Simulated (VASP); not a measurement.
Level of theory: PBE GGA with D3 dispersion (zero damping), VASP's PBE PAW potentials (set 64) (plane waves; VASP).

VASP input:

POSCAR:
```
HfB2
1
    1.5779132312    -2.7330261174     0.0000000000
    1.5779132312     2.7330261174     0.0000000000
    0.0000000000     0.0000000000     3.5083084092
Hf B
1 2
Direct
  1.0000000000   0.0000000000   0.0000000000
  0.3333330000   0.6666670000   0.5000000000
  0.6666670000   0.3333330000   0.5000000000
```

**KPOINTS**
```
Automatic mesh
0
Gamma
11 11 9
0 0 0
```

**INCAR**
```
! general
SYSTEM =HfB2
PREC   =Accurate
ENCUT  =520
LREAL  =.False.
LASPH  =.True.

! electronic loop
EDIFF  =1E-7
NELM   =100
ALGO   =Normal
LMAXMIX=6

! smearing
ISMEAR =1
SIGMA  =0.1

! functional
GGA    =PE
IVDW   =11

! ions
IBRION =2
NSW    =30
ISIF   =4
EDIFFG =-0.01

! output
LWAVE  =.False.
LCHARG =.False.
```

POTCAR, in this order: Hf_pv B (PBE.64 set). Program: vasp_std.

Q: What will the output report for the number of irreducible k-points (NKPTS), largest plane-wave count, number of space-group operations, FFT grid (NGX, NGY, NGZ)?

A: 
The number of irreducible k-points (NKPTS) comes out as 80, the largest plane-wave count comes out as 828 and the number of space-group operations comes out as 24. The FFT grid (NGX, NGY, NGZ) comes out as 24 × 24 × 28.

The compound is HfB2 in the AlB2 type structure. This cell is one point of a volume scan, at 1.03 of the reference volume.
